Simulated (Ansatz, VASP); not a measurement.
# Cross-check of Sn between VASP and Ansatz, part 2 of 2

Aim: how closely do two programs agree when they are given the same cell, functional and k mesh? Of the first pair: The structure shown is the end of the Ansatz relaxation below.

VASP 6.6.1 and Ansatz 0.2.0.

So far. Step 3 (VASP: single point, PBEsol): The run ends at a pressure of -0.76 GPa, with forces up to 0.0015 eV/Å.

### Step 5. Ansatz: zone-centre phonons, PBEsol

Level of this step: Ansatz beside VASP: Kohn-Sham DFT, plane waves, PBEsol (Ansatz).

Second derivatives magnify differences that forces hide, and they need a tight electronic threshold. The cell compared in this pair holds 69.10 Å³, against 71.16 Å³ for the pair before.

The cell is taken from a series of runs on this material, whose earlier steps may have relaxed, scaled, displaced or heated it; both programs get it as it stands.

File input.yaml:

```yaml
crystal:
  lattice:
    - [0.0, 3.3172840181, 3.1394757999]
    - [3.3172840181, 0.0, 3.1394757999]
    - [3.3172840181, 3.3172840181, 0.0]
  atoms:
    - { symbol: Sn, position: [0.5, 0.5, 0.5] }
    - { symbol: Sn, position: [0.75, 0.75, 0.75] }
kpoints:
  mp_grid: { grid: [12, 12, 12] }
hamiltonian:
  xc: pbesol
  pseudopotentials: { kind: paw, azcp: { folder: soft_1 }, xc_functional: pbe }
scf:
  occupations: { method: methfessel_paxton, width: 0.2 }
output:
  eigenvalues: true
phonons:
  method: dfpt
```

Launch:

```sh
$ ansatz run input.yaml --threads 4 --pin off --max-ram 10240MiB --backend cpu --events-out ev --progress --plain --runs-dir out
```

Numbers of over 12 decimals in the logs are rounded to 6 here.

The program printed:

```text
zone centre: on kpoints.mp_grid the ground state, and the responses unless they are solved on pairs of k-points, stand on 280 of the mesh's 1728 k-points, reduced under 4 symmetry operations, with k and −k counted as one. Each operation leaves every solved displacement unchanged or reverses it
[...]
Crystal: 2 atoms, lattice volume = 69.096 Å³
[...]
k mesh reduced under 4 symmetry operations, with k and −k counted as one. Each operation leaves every solved displacement unchanged or reverses it
  ASR residual: 6.054e-5 → 0.000e0 eV/Å²; symmetrization residual: 1.230e-12 eV/Å²
  ASR residual per site (eV/Å²): 6.05e-5 6.05e-5
  Γ frequencies (cm⁻¹): 0.00 0.00 0.00 181.54 183.70 183.70
  non-analytic LO–TO correction: not included (Born effective charges unavailable; polar crystals: no LO–TO splitting at Γ)
[key lines of the parts left out:]
SCF converged after 10 iterations
Free energy (F): -11899.632628 eV
Fermi energy:    7.574348 eV
```

### Step 6. VASP: zone-centre phonons, PBEsol

The same cell, functional, mesh and smearing now go to VASP, with its own data sets.

File INCAR:

```
SYSTEM = Sn
PREC = Accurate
ENCUT = 500
EDIFF = 1E-08
NELM = 120
ISMEAR = 1
SIGMA = 0.2
LREAL = .FALSE.
ALGO = Normal
GGA = PS
NBANDS = 20
LORBIT = 11
LWAVE = .FALSE.
LCHARG = .FALSE.
ISIF = 2
IBRION = 8
LASPH = .TRUE.
GGA_COMPAT = .FALSE.
KPAR = 2
```

File POSCAR:

```
Sn
1.0
    0.0000000000      3.3172840181      3.1394757999
    3.3172840181      0.0000000000      3.1394757999
    3.3172840181      3.3172840181      0.0000000000
Sn
2
Direct
    0.5000000000      0.5000000000      0.5000000000
    0.7500000000      0.7500000000      0.7500000000
```

File KPOINTS:

```
Automatic mesh
0
Gamma
12 12 12
0 0 0
```

The projector-augmented-wave data sets are Sn_d (PBE family, release 64).

Launch:

```sh
$ mpirun -np 2 vasp_std
```

The program printed:

```text
[banner, memory and clock lines left out]
running    2 mpi-ranks, on    1 nodes
[...]
[... a notice as in an earlier step ...]

 LDA part: xc-table for (Slater+PW92), standard interpolation
 POSCAR, INCAR and KPOINTS ok, starting setup
[...]
entering main loop
       N       E                     dE             d eps       ncg     rms          rms(c)
DAV:   1     0.220420018763E+03    0.22042E+03   -0.14718E+04  6532   0.198E+03
DAV:   2     0.146800865330E+02   -0.20574E+03   -0.20195E+03  6548   0.437E+02
DAV:   3    -0.780837933498E+01   -0.22488E+02   -0.22334E+02  7480   0.142E+02
DAV:   4    -0.852824753398E+01   -0.71987E+00   -0.71945E+00  7400   0.286E+01
[...]
DAV:  13    -0.845174839443E+01    0.27221E-07   -0.10498E-08  5736   0.797E-04    0.538E-05
DAV:  14    -0.845174840504E+01   -0.10603E-07   -0.98190E-10  4076   0.329E-04    0.965E-06
DAV:  15    -0.845174840528E+01   -0.24011E-09   -0.39351E-10  3812   0.236E-04
   1 F= -.84517484E+01 E0= -.84516573E+01  d E =-.273285E-03
[...]
RMM:  14    -0.221005187101E+00    0.17369E-07    0.30356E-09 37700   0.232E-05    0.178E-06
RMM:  15    -0.221005166660E+00    0.20441E-07    0.31475E-09 34789   0.178E-05    0.264E-07
RMM:  16    -0.221005165421E+00    0.12390E-08   -0.45359E-10 24350   0.144E-05    0.413E-07
 first order change of Fermi-energy   0.12907E-04
 force on displaced ion       1 direction 1 :  -7.352   0.000   0.000
 Linear response progress:
  Degree of freedom:   2/  2
       N       E                     dE             d eps       ncg     rms          rms(c)
RMM:   1    -0.213852588633E+00   -0.21385E+00    0.59414E-01 14029   0.102E+01
RMM:   2    -0.220515834423E+00   -0.66632E-02   -0.19662E-02 19606   0.116E+00    0.681E-02
RMM:   3    -0.220676604003E+00   -0.16077E-03   -0.16246E-03 20686   0.322E-01    0.315E-02
RMM:   4    -0.220577771329E+00    0.98833E-04   -0.11319E-04 20467   0.973E-02    0.113E-02
[...]
RMM:  10    -0.220559472705E+00   -0.42892E-06    0.12519E-07 22191   0.188E-04    0.319E-05
RMM:  11    -0.220559514937E+00   -0.42232E-07    0.51275E-08 21495   0.912E-05    0.443E-06
RMM:  12    -0.220559514364E+00    0.57304E-09   -0.31142E-10 22927   0.454E-05    0.423E-06
 first order change of Fermi-energy   0.31090E-03
 force on displaced ion       1 direction 3 :   0.000   0.000  -7.187
 Linear response finished
```

From OUTCAR (step 6):

```text
  Total       -0.0305594     -0.0305594      0.6148001      0.0000000      0.0000000      0.0000000
  in kB       -0.7086029     -0.7086029     14.2558149      0.0000000      0.0000000      0.0000000
  external PRESSURE =       4.2795364 kB  Pullay stress =       0.0000000 kB

 POSITION                                       TOTAL-FORCE (eV/Angst)
 -----------------------------------------------------------------------------------
      3.31728      3.31728      3.13948        -0.000000     -0.000000     -0.000000
      4.97593      4.97593      4.70921         0.000000      0.000000      0.000000
 -----------------------------------------------------------------------------------
    total drift:                                0.000000      0.000000      0.000000

[... 2 further parts left out ...]
```

### Step 7. Differences

Compared:

| quantity | Ansatz | VASP | difference |
| --- | --- | --- | --- |
| optical mode 1 (cm⁻¹) | 181.5 | 181.5 | +0.04 % |
| optical mode 2 to 3 (cm⁻¹) | 183.7 | 183.5 | +0.10 % |

Modes are paired by rising frequency, not by their patterns, so a pair may set unlike modes beside each other; they are those without the splitting of longitudinal modes.

### Step 8. Summary of results

| Quantity | Value |
| --- | --- |
| difference in pressure (single point, PBEsol) | 0.050 GPa |
| r.m.s. difference of the optical zone-centre modes, each program's sorted by frequency (zone-centre phonons, PBEsol) | 0.15 cm⁻¹ |

In words: The difference in pressure is 0.050 GPa (single point, PBEsol), within the 1 GPa picked in this series as the mark of a large difference. How closely two codes agree says nothing of how well the functional describes the real material.

[Lines on the potential files, build, host, timing and source positions are cut from VASP's logs without a mark.]

[Logs are printed without paths, hosts, clocks, repeated set-up lines and the standing remarks that a program may print on its own settings, such as how far it seeks lower states.]

[Hosts, paths, dates, database ids (printed as entryN), source tags and the programs' standing remarks are cut or masked in the printed files.]
